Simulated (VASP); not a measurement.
Computed with PBE GGA, VASP's PBE PAW potentials (set 64) (plane waves; VASP).

The input files of a VASP run:

### INCAR
```
ALGO  =  Normal
EDIFF  =  1E-6
ENCUT  =  520
GGA  =  PE
ISMEAR  =  0
LASPH  =  .TRUE.
LCHARG  =  .TRUE.
LREAL  =  .FALSE.
LWAVE  =  .FALSE.
NELM  =  100
PREC  =  Accurate
SIGMA  =  0.05
SYSTEM  =  KCl
```

### KPOINTS
```
Automatic mesh
0
G
7 7 7
0 0 0
```

POSCAR:
```
KCl
4.5127850
  0.0000000000   0.7071068251   0.7071068251
  0.7071068251   0.0000000000   0.7071068251
  0.7071068251   0.7071068251   0.0000000000
K Cl
1 1
direct
  0.0000000000   0.0000000000   0.0000000000
  0.5000000000   0.5000000000   0.5000000000
```

POTCAR, in this order: K_sv Cl (PBE.64 set). Program: vasp_std.

The resulting files:

File OSZICAR:
```
       N       E                     dE             d eps       ncg     rms          rms(c)
DAV:   1     0.106320342558E+03    0.10632E+03   -0.72365E+03   480   0.118E+03
DAV:   2    -0.436209433550E+00   -0.10676E+03   -0.99706E+02   608   0.274E+02
DAV:   3    -0.687542716931E+01   -0.64392E+01   -0.63934E+01   616   0.633E+01
DAV:   4    -0.711235286923E+01   -0.23693E+00   -0.23660E+00   820   0.111E+01
DAV:   5    -0.711465315835E+01   -0.23003E-02   -0.23001E-02   640   0.108E+00    0.315E+00
DAV:   6    -0.681284277997E+01    0.30181E+00   -0.56806E-01   584   0.408E+00    0.258E+00
DAV:   7    -0.679641615433E+01    0.16427E-01   -0.13824E-01   612   0.223E+00    0.151E+00
DAV:   8    -0.680936288879E+01   -0.12947E-01   -0.21206E-02   644   0.125E+00    0.184E-01
DAV:   9    -0.681030175658E+01   -0.93887E-03   -0.16034E-03   640   0.270E-01    0.103E-01
DAV:  10    -0.681098272614E+01   -0.68097E-03   -0.67331E-04   560   0.212E-01    0.124E-02
DAV:  11    -0.681099461714E+01   -0.11891E-04   -0.19280E-05   688   0.331E-02    0.651E-03
DAV:  12    -0.681099856206E+01   -0.39449E-05   -0.62113E-06   600   0.189E-02    0.299E-03
DAV:  13    -0.681099865063E+01   -0.88577E-07   -0.69035E-07   472   0.701E-03
   1 F= -.68109987E+01 E0= -.68109987E+01  d E =-.273339E-14
```

### OUTCAR
```
------------------------ aborting loop because EDIFF is reached ----------------------------------------
  FORCE on cell =-STRESS in cart. coord.  units (eV):
  Direction    XX          YY          ZZ          XY          YZ          ZX
  --------------------------------------------------------------------------------------
  Total        0.0045735      0.0045735      0.0045735      0.0000000      0.0000000     -0.0000000
  in kB        0.1127551      0.1127551      0.1127551      0.0000000      0.0000000     -0.0000000
  external PRESSURE =       0.1127551 kB  Pullay stress =       0.0000000 kB
  volume of cell :       64.99
      direct lattice vectors                 reciprocal lattice vectors
     0.000000000  3.191021074  3.191021074    -0.156689658  0.156689658  0.156689658
     3.191021074  0.000000000  3.191021074     0.156689658 -0.156689658  0.156689658
     3.191021074  3.191021074  0.000000000     0.156689658  0.156689658 -0.156689658
  FREE ENERGIE OF THE ION-ELECTRON SYSTEM (eV)
  ---------------------------------------------------
  free  energy   TOTEN  =        -6.8109986506 eV

  energy  without entropy=       -6.8109986506  energy(sigma->0) =       -6.81099865
```
(Selected blocks of OUTCAR.)

The compound is KCl in the rock salt structure. It was relaxed first.
